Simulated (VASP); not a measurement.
# Band gap of MgO at several levels of theory

How does the band gap of MgO depend on the functional? The starting structure is a measured crystal structure from the Crystallography Open Database. Cell and atoms stay as given. Meshes and data sets differ where the inputs say so.

Method: Kohn-Sham DFT with plane waves and PAW; LDA, PBE, r2SCAN, TB-mBJ, HSE06, PBE0 and r2SCAN-EpsX, in VASP 6.6.1.

**1. Set-up**

The structure is cubic, space group Fm-3m (No. 225). Conventional cell: a = 4.210 Å, b = 4.210 Å, c = 4.210 Å, α = 90.00°, β = 90.00°, γ = 90.00°. Mg has 6 O at 2.11 Å nearest. Nearest to O lie 6 Mg at 2.11 Å. Farther neighbours and most contacts between anions are not listed.

Structure file:

```
Mg O
1.0
     0.00000    2.10521    2.10521
     2.10521    0.00000    2.10521
     2.10521    2.10521    0.00000
Mg O
1 1
Direct
  0.00000 0.00000 0.00000
  0.50000 0.50000 0.50000
```

**2. Bands with LDA**

LDA, the lowest rung, knows the local density alone.

File INCAR:

```
SYSTEM = MgO
PREC = Accurate
ENCUT = 460
EDIFF = 1E-06
NELM = 100
ISMEAR = 0
SIGMA = 0.03
LREAL = .FALSE.
ALGO = Normal
GGA = CA
NBANDS = 16
LORBIT = 11
LWAVE = .FALSE.
LCHARG = .FALSE.
KPAR = 4
```

File POSCAR:

```
MgO
1.0
    0.0000000000      2.1052050000      2.1052050000
    2.1052050000      0.0000000000      2.1052050000
    2.1052050000      2.1052050000      0.0000000000
Mg O
1 1
Direct
    0.0000000000      0.0000000000      0.0000000000
    0.5000000000      0.5000000000      0.5000000000
```

File KPOINTS:

```
Automatic mesh
0
Gamma
8 8 8
0 0 0
```

File KPOINTS_OPT:

```
Line mode
10
Line-mode
Reciprocal
  0.00000000   0.00000000   0.00000000 GAMMA
  0.50000000   0.00000000   0.50000000 X

  0.50000000   0.00000000   0.50000000 X
  0.50000000   0.25000000   0.75000000 W

  0.50000000   0.25000000   0.75000000 W
  0.37500000   0.37500000   0.75000000 K

  0.37500000   0.37500000   0.75000000 K
  0.00000000   0.00000000   0.00000000 GAMMA

  0.00000000   0.00000000   0.00000000 GAMMA
  0.50000000   0.50000000   0.50000000 L

  0.50000000   0.50000000   0.50000000 L
  0.62500000   0.25000000   0.62500000 U

  0.62500000   0.25000000   0.62500000 U
  0.50000000   0.25000000   0.75000000 W

  0.50000000   0.25000000   0.75000000 W
  0.50000000   0.50000000   0.50000000 L

  0.50000000   0.50000000   0.50000000 L
  0.37500000   0.37500000   0.75000000 K

  0.62500000   0.25000000   0.62500000 U
  0.50000000   0.00000000   0.50000000 X
```

PAW data sets: Mg and O (LDA family, release 64).

On the command line:

```console
$ mpirun -np 4 vasp_std
```

What it wrote:

```text
[banner, memory and clock lines left out]
running    4 mpi-ranks, on    1 nodes
 distrk:  each k-point on    1 cores,    4 groups
 distr:  one band on    1 cores,    1 groups

 POSCAR found type information on POSCAR MgO
 POSCAR found :  2 types and       2 ions
 LDA part: xc-table for (Slater(with rela. corr.)+CA(PZ))
 , standard interpolation
 POSCAR, INCAR and KPOINTS ok, starting setup
 FFT: planning ... GRIDC
 FFT: planning ... GRID_SOFT
 FFT: planning ... GRID
 WAVECAR not read
 entering main loop
       N       E                     dE             d eps       ncg     rms          rms(c)
DAV:   1     0.121580938478E+02    0.12158E+02   -0.39435E+03  1048   0.400E+02
DAV:   2    -0.144907896603E+02   -0.26649E+02   -0.25803E+02  1248   0.110E+02
DAV:   3    -0.149962033635E+02   -0.50541E+00   -0.50522E+00  1080   0.116E+01
DAV:   4    -0.149970741544E+02   -0.87079E-03   -0.87079E-03  1248   0.569E-01
DAV:   5    -0.149970763341E+02   -0.21798E-05   -0.21798E-05  1064   0.255E-02    0.702E+00
DAV:   6    -0.134910008553E+02    0.15061E+01   -0.74061E+00   992   0.109E+01    0.218E+00
DAV:   7    -0.134554103745E+02    0.35590E-01   -0.71527E-02  1072   0.160E+00    0.132E+00
DAV:   8    -0.134312177623E+02    0.24193E-01   -0.38351E-02  1080   0.137E+00    0.337E-01
DAV:   9    -0.134302171681E+02    0.10006E-02   -0.12786E-03  1080   0.200E-01    0.144E-01
DAV:  10    -0.134300482458E+02    0.16892E-03   -0.29972E-04  1088   0.113E-01    0.101E-02
DAV:  11    -0.134300467936E+02    0.14522E-05   -0.12349E-05  1112   0.162E-02    0.382E-03
DAV:  12    -0.134300467149E+02    0.78718E-07   -0.33092E-07   576   0.339E-03
   1 F= -.13430047E+02 E0= -.13430047E+02  d E =-.316015E-46
 Start KPOINTS_OPT (optional k-point list driver)
k-point batch [1-29\100]
       N       E                     dE             ncg
DAV:   1     0.136578571070E+03   -0.86606E+04     1056
DAV:   2    -0.584868577077E+03   -0.72145E+03     1216
DAV:   3    -0.599053629901E+03   -0.14185E+02     1216
DAV:   4    -0.599079758473E+03   -0.26129E-01     1168
DAV:   5    -0.599079822198E+03   -0.63725E-04     1224
DAV:   6    -0.599079822379E+03   -0.18145E-06      936
[...]
k-point batch [88-100\100]
       N       E                     dE             ncg
DAV:   1     0.519628574162E+04   -0.51541E+04      480
DAV:   2     0.488114340487E+04   -0.31514E+03      552
DAV:   3     0.487626931620E+04   -0.48741E+01      552
DAV:   4     0.487626003403E+04   -0.92822E-02      520
DAV:   5     0.487626001067E+04   -0.23364E-04      576
DAV:   6     0.487626001060E+04   -0.62782E-07      408
```

Run time: 5 s. Hardware: 4 MPI ranks of Intel Xeon Platinum 8375C at 2.90GHz (Ice Lake), shared host; peak memory 0.51 GiB.

Lines that name or quote the potential files are left out of all logs, and their timing lines are given in words.

OUTCAR, selected parts (step 2):

```text
ion  position               nearest neighbor table
   1  0.000  0.000  0.000-   2 2.11   2 2.11   2 2.11   2 2.11   2 2.11   2 2.11
   2  0.500  0.500  0.500-   1 2.11   1 2.11   1 2.11   1 2.11   1 2.11   1 2.11

  LATTYP: Found a face centered cubic cell.
 ALAT       =     4.2104100000

 Subroutine GETGRP returns: Found 48 space group operations
 (whereof 48 operations were pure point group operations)

The static configuration has the point symmetry O_h .

 Found     29 irreducible k-points:

   k-points           NKPTS =     29   k-points in BZ     NKDIM =     29   number of bands    NBANDS=     16

   dimension x,y,z NGX =    24 NGY =   24 NGZ =   24
   dimension x,y,z NGXF=    48 NGYF=   48 NGZF=   48

   ENCUT  =  460.0 eV  33.81 Ry    5.81 a.u.   5.21  5.21  5.21*2*pi/ulx,y,z

   NELECT =       8.0000    total number of electrons

 k-points in reciprocal lattice and weights: Automatic mesh
   0.00000000  0.00000000  0.00000000       0.002
   0.12500000  0.00000000  0.00000000       0.016
   0.25000000  0.00000000  0.00000000       0.016
   0.37500000  0.00000000  0.00000000       0.016
   0.50000000  0.00000000  0.00000000       0.008
   0.12500000  0.12500000  0.00000000       0.012
   0.25000000  0.12500000  0.00000000       0.047
   0.37500000  0.12500000  0.00000000       0.047
   0.50000000  0.12500000  0.00000000       0.047
[...]
-0.37500000  0.50000000  0.12500000       0.023
  -0.25000000  0.50000000  0.25000000       0.012

 average (electrostatic) potential at core
       1 -35.1163       2 -70.7602

 E-fermi :   3.1850

 k-point     1 :       0.0000    0.0000    0.0000
  band No.  band energies     occupation
      1     -14.1174      2.00000
      2       2.8882      2.00000
      3       2.8882      2.00000
      4       2.8882      2.00000
      5       7.5577      0.00000
      6      18.4222      0.00000
      7      18.4222      0.00000
      8      18.4222      0.00000
      9      22.4492      0.00000
    ...

 k-point     2 :       0.1250    0.0000    0.0000
  band No.  band energies     occupation
      1     -13.9472      2.00000
      2       1.9218      2.00000
      3       2.7828      2.00000
      4       2.7828      2.00000
      5       8.4643      0.00000
      6      16.7723      0.00000
      7      18.7805      0.00000
      8      18.7805      0.00000
      9      23.0986      0.00000
    ...

 k-point     3 :       0.2500    0.0000    0.0000
  band No.  band energies     occupation
      1     -13.5021      2.00000
      2       0.1905      2.00000
      3       2.5399      2.00000
      4       2.5399      2.00000
      5       9.8790      0.00000
      6      15.2516      0.00000
      7      19.2623      0.00000
      8      19.2623      0.00000
      9      22.7101      0.00000
    ...

  Total       -0.9590812     -0.9590812     -0.9590812      0.0000000      0.0000000     -0.0000000
  in kB      -82.3479477    -82.3479477    -82.3479477      0.0000000      0.0000000     -0.0000000
  external PRESSURE =     -82.3479477 kB  Pullay stress =       0.0000000 kB

  energy-cutoff  :      460.00
  volume of cell :       18.66
      direct lattice vectors                 reciprocal lattice vectors
     0.000000000  2.105205000  2.105205000    -0.237506561  0.237506561  0.237506561
     2.105205000  0.000000000  2.105205000     0.237506561 -0.237506561  0.237506561
     2.105205000  2.105205000  0.000000000     0.237506561  0.237506561 -0.237506561

 POSITION                                       TOTAL-FORCE (eV/Angst)
 -----------------------------------------------------------------------------------
      0.00000      0.00000      0.00000        -0.000000     -0.000000      0.000000
      2.10521      2.10521      2.10521         0.000000      0.000000      0.000000
 -----------------------------------------------------------------------------------
    total drift:                               -0.000000     -0.000000      0.000000

  FREE ENERGIE OF THE ION-ELECTRON SYSTEM (eV)
  ---------------------------------------------------
  free  energy   TOTEN  =       -13.4300467149 eV

  energy  without entropy=      -13.4300467149  energy(sigma->0) =      -13.43004671

 total charge
# of ion       s       p       d       tot
------------------------------------------
    1        0.154   0.188   0.080   0.423
    2        1.537   3.539   0.000   5.076
--------------------------------------------------
tot          1.691   3.727   0.080   5.499

[... 3 further parts left out ...]
```

At this level the cell is under a tension of 8.2 GPa, so at these settings it is away from equilibrium.

LDA gives a direct gap of 4.669 eV.

**3. Bands with PBE**

PBE, the usual starting point, adds the gradient of the density.

Changes to INCAR since step 2:

```diff
@@ -9,3 +9,3 @@
 ALGO = Normal
-GGA = CA
+GGA = PE
 NBANDS = 16
```

POSCAR is that of step 2.

KPOINTS is that of step 2.

KPOINTS_OPT is that of step 2.

The projector-augmented-wave data sets are Mg and O (PBE family, release 64).

On the command line:

```console
$ mpirun -np 4 vasp_std
```

What it wrote:

```text
[banner, memory and clock lines left out]
running    4 mpi-ranks, on    1 nodes
[...]
LDA part: xc-table for (Slater+PW92), standard interpolation
 POSCAR, INCAR and KPOINTS ok, starting setup
[...]
entering main loop
       N       E                     dE             d eps       ncg     rms          rms(c)
DAV:   1     0.145810837999E+02    0.14581E+02   -0.39232E+03  1032   0.400E+02
DAV:   2    -0.129157812880E+02   -0.27497E+02   -0.26626E+02  1256   0.111E+02
DAV:   3    -0.134641767860E+02   -0.54840E+00   -0.54818E+00  1104   0.122E+01
DAV:   4    -0.134652664542E+02   -0.10897E-02   -0.10897E-02  1216   0.635E-01
[...]
DAV:  10    -0.119090869334E+02    0.55840E-04   -0.39076E-04  1080   0.114E-01    0.825E-03
DAV:  11    -0.119090897853E+02   -0.28519E-05   -0.41396E-06  1160   0.120E-02    0.488E-03
DAV:  12    -0.119090896521E+02    0.13314E-06   -0.16329E-07   576   0.208E-03
   1 F= -.11909090E+02 E0= -.11909090E+02  d E =-.106054E-26
 Start KPOINTS_OPT (optional k-point list driver)
k-point batch [1-29\100]
       N       E                     dE             ncg
DAV:   1     0.208576261976E+03   -0.85886E+04     1056
DAV:   2    -0.525678273222E+03   -0.73425E+03     1240
DAV:   3    -0.540434704378E+03   -0.14756E+02     1208
DAV:   4    -0.540467249639E+03   -0.32545E-01     1200
DAV:   5    -0.540467349320E+03   -0.99681E-04     1208
DAV:   6    -0.540467349679E+03   -0.35845E-06     1064
[...]
k-point batch [88-100\100]
       N       E                     dE             ncg
DAV:   1     0.523635461415E+04   -0.51141E+04      472
DAV:   2     0.490820774285E+04   -0.32815E+03      584
DAV:   3     0.490263861244E+04   -0.55691E+01      552
DAV:   4     0.490262634356E+04   -0.12269E-01      552
DAV:   5     0.490262630455E+04   -0.39011E-04      536
DAV:   6     0.490262630441E+04   -0.13591E-06      472
```

The job ended after 7.6 s (4 MPI ranks; peak memory 0.53 GiB).

OUTCAR, selected parts (step 3):

```text
  Total        0.3987687      0.3987687      0.3987687     -0.0000000     -0.0000000      0.0000000
  in kB       34.2387938     34.2387938     34.2387938     -0.0000000     -0.0000000      0.0000000
  external PRESSURE =      34.2387938 kB  Pullay stress =       0.0000000 kB

 POSITION                                       TOTAL-FORCE (eV/Angst)
 -----------------------------------------------------------------------------------
      0.00000      0.00000      0.00000         0.000000      0.000000      0.000000
      2.10521      2.10521      2.10521         0.000000      0.000000     -0.000000
 -----------------------------------------------------------------------------------
    total drift:                               -0.000000     -0.000000      0.000000

  FREE ENERGIE OF THE ION-ELECTRON SYSTEM (eV)
  ---------------------------------------------------
  free  energy   TOTEN  =       -11.9090896521 eV

  energy  without entropy=      -11.9090896521  energy(sigma->0) =      -11.90908965

[... 2 parts as in an earlier step ...]

[... 1 further part left out ...]
[key lines of the parts left out:]
E-fermi :   3.4131
```

PBE gives a direct gap of 4.740 eV. The least gap is +0.071 eV from that of LDA.

**4. Bands with r2SCAN**

r2SCAN adds the kinetic-energy density, costs more than a GGA and is run with LASPH.

Changes to INCAR since step 3:

```diff
@@ -9,3 +9,4 @@
 ALGO = Normal
-GGA = PE
+METAGGA = R2SCAN
+LASPH = .TRUE.
 NBANDS = 16
```

POSCAR is that of step 3.

KPOINTS is that of step 3.

KPOINTS_OPT is that of step 3.

On the command line:

```console
$ mpirun -np 4 vasp_std
```

What it wrote:

```text
[banner, memory and clock lines left out]
running    4 mpi-ranks, on    1 nodes
[...]
|                                                                             |
|               ----> ADVICE to this user running VASP <----                  |
|                                                                             |
|     You enforced a specific xc type in the INCAR file but a different       |
|     [... a line on the potential file left out ...]
|     I HOPE YOU KNOW WHAT YOU ARE DOING!                                     |
|                                                                             |

 LDA part: xc-table for (None), standard interpolation
 POSCAR, INCAR and KPOINTS ok, starting setup
[...]
entering main loop
       N       E                     dE             d eps       ncg     rms          rms(c)
DAV:   1     0.943913312105E+01    0.94391E+01   -0.40347E+03  1040   0.412E+02
DAV:   2    -0.192737229198E+02   -0.28713E+02   -0.27643E+02  1264   0.115E+02
DAV:   3    -0.198463641843E+02   -0.57264E+00   -0.57241E+00  1120   0.128E+01
DAV:   4    -0.198476190084E+02   -0.12548E-02   -0.12548E-02  1200   0.697E-01
[...]
DAV:  11    -0.161643941768E+02   -0.17501E-04   -0.92929E-05  1080   0.450E-02    0.987E-03
DAV:  12    -0.161643984214E+02   -0.42446E-05   -0.30061E-06  1024   0.923E-03    0.645E-03
DAV:  13    -0.161643976635E+02    0.75790E-06   -0.10314E-06   512   0.563E-03
   1 F= -.16164398E+02 E0= -.16164398E+02  d E =-.192617E-11
 Start KPOINTS_OPT (optional k-point list driver)
k-point batch [1-29\100]
       N       E                     dE             ncg
DAV:   1     0.102454395968E+03   -0.86948E+04     1040
DAV:   2    -0.678066137056E+03   -0.78052E+03     1256
DAV:   3    -0.694093012155E+03   -0.16027E+02     1200
DAV:   4    -0.694130434692E+03   -0.37423E-01     1192
DAV:   5    -0.694130560364E+03   -0.12567E-03     1176
DAV:   6    -0.694130560877E+03   -0.51309E-06     1144
[...]
k-point batch [88-100\100]
       N       E                     dE             ncg
DAV:   1     0.518146112939E+04   -0.51689E+04      472
DAV:   2     0.483878397835E+04   -0.34268E+03      576
DAV:   3     0.483308014494E+04   -0.57038E+01      560
DAV:   4     0.483306688431E+04   -0.13261E-01      528
DAV:   5     0.483306683765E+04   -0.46651E-04      536
DAV:   6     0.483306683747E+04   -0.18246E-06      472
```

The job ended after 23 s (4 MPI ranks; peak memory 0.52 GiB; 83 s of CPU time).

OUTCAR, selected parts (step 4):

```text
  Total       -0.2935292     -0.2935292     -0.2935292      0.0000000     -0.0000000      0.0000000
  in kB      -25.2027925    -25.2027925    -25.2027925      0.0000000     -0.0000000      0.0000000
  external PRESSURE =     -25.2027925 kB  Pullay stress =       0.0000000 kB

 POSITION                                       TOTAL-FORCE (eV/Angst)
 -----------------------------------------------------------------------------------
      0.00000      0.00000      0.00000         0.000000      0.000000     -0.000000
      2.10521      2.10521      2.10521        -0.000000     -0.000000      0.000000
 -----------------------------------------------------------------------------------
    total drift:                               -0.000000     -0.000000      0.000000

  FREE ENERGIE OF THE ION-ELECTRON SYSTEM (eV)
  ---------------------------------------------------
  free  energy   TOTEN  =       -16.1643976635 eV

  energy  without entropy=      -16.1643976635  energy(sigma->0) =      -16.16439766

[... 2 parts as in an earlier step ...]

[... 1 further part left out ...]
[key lines of the parts left out:]
E-fermi :   2.9102
```

r2SCAN gives a direct gap of 5.618 eV. The least gap is +0.948 eV from that of LDA.

**5. Bands with TB-mBJ**

TB-mBJ is a local potential fitted to gaps: it costs far less than a hybrid but gives no energy. Its energies, forces and stress mean nothing.

Changes to INCAR since step 4:

```diff
@@ -4,3 +4,3 @@
 EDIFF = 1E-06
-NELM = 100
+NELM = 150
 ISMEAR = 0
@@ -9,3 +9,3 @@
 ALGO = Normal
-METAGGA = R2SCAN
+METAGGA = MBJ
 LASPH = .TRUE.
```

POSCAR is that of step 4.

KPOINTS is that of step 4.

KPOINTS_OPT is that of step 4.

On the command line:

```console
$ mpirun -np 4 vasp_std
```

What it wrote:

```text
[banner, memory and clock lines left out]
running    4 mpi-ranks, on    1 nodes
[...]
[... a notice as in an earlier step ...]

 LDA part: xc-table for (None), standard interpolation
 POSCAR, INCAR and KPOINTS ok, starting setup
[...]
entering main loop
       N       E                     dE             d eps       ncg     rms          rms(c)
DAV:   1     0.492701195886E+02    0.49270E+02   -0.39937E+03  1048   0.403E+02
DAV:   2     0.216397893677E+02   -0.27630E+02   -0.26600E+02  1248   0.112E+02
DAV:   3     0.210984698896E+02   -0.54132E+00   -0.54111E+00  1088   0.122E+01
DAV:   4     0.210974869771E+02   -0.98291E-03   -0.98291E-03  1240   0.595E-01
[...]
DAV:  45     0.250801795786E+02    0.12529E-05   -0.53998E-12   464   0.759E-06    0.522E-06
DAV:  46     0.250801783600E+02   -0.12186E-05   -0.48232E-12   464   0.577E-06    0.161E-06
DAV:  47     0.250801793328E+02    0.97273E-06   -0.10299E-12   464   0.494E-06
   1 F= 0.25080179E+02 E0= 0.25080179E+02  d E =-.168115E-26
 Start KPOINTS_OPT (optional k-point list driver)
k-point batch [1-29\100]
       N       E                     dE             ncg
DAV:   1     0.380916416529E+03   -0.84163E+04     1024
DAV:   2    -0.425782172121E+03   -0.80670E+03     1272
DAV:   3    -0.442740710899E+03   -0.16959E+02     1184
DAV:   4    -0.442785928881E+03   -0.45218E-01     1216
DAV:   5    -0.442786097504E+03   -0.16862E-03     1176
DAV:   6    -0.442786098286E+03   -0.78269E-06     1168
[...]
k-point batch [88-100\100]
       N       E                     dE             ncg
DAV:   1     0.531893792605E+04   -0.50315E+04      448
DAV:   2     0.495404243126E+04   -0.36490E+03      584
DAV:   3     0.494773428699E+04   -0.63081E+01      552
DAV:   4     0.494771750008E+04   -0.16787E-01      504
DAV:   5     0.494771743314E+04   -0.66942E-04      536
DAV:   6     0.494771743284E+04   -0.30161E-06      504
```

Elapsed: 28 s, on 4 MPI ranks; peak memory 0.54 GiB; 1.7 min of CPU time.

Parts of OUTCAR (step 5):

```text
  Total       23.4155694     23.4155694     23.4155694      0.0000000     -0.0000000      0.0000000
  in kB     2010.4909928   2010.4909928   2010.4909928      0.0000000     -0.0000000      0.0000000
  external PRESSURE =    2010.4909928 kB  Pullay stress =       0.0000000 kB

  FREE ENERGIE OF THE ION-ELECTRON SYSTEM (eV)
  ---------------------------------------------------
  free  energy   TOTEN  =        25.0801793328 eV

  energy  without entropy=       25.0801793328  energy(sigma->0) =       25.08017933

[... 3 parts as in an earlier step ...]

[... 1 further part left out ...]
[key lines of the parts left out:]
E-fermi :   3.9337
```

TB-mBJ gives a direct gap of 6.777 eV. The least gap is +2.107 eV from that of LDA.

(Continued in part 2 of 2.)

[Lines on the potential files, build, host, timing and source positions are cut from VASP's logs without a mark.]

[Logs are printed without paths, hosts, clocks, repeated set-up lines and the standing remarks that a program may print on its own settings, such as how far it seeks lower states.]

[Hosts, paths, dates, database ids (printed as entryN), source tags and the programs' standing remarks are cut or masked in the printed files.]
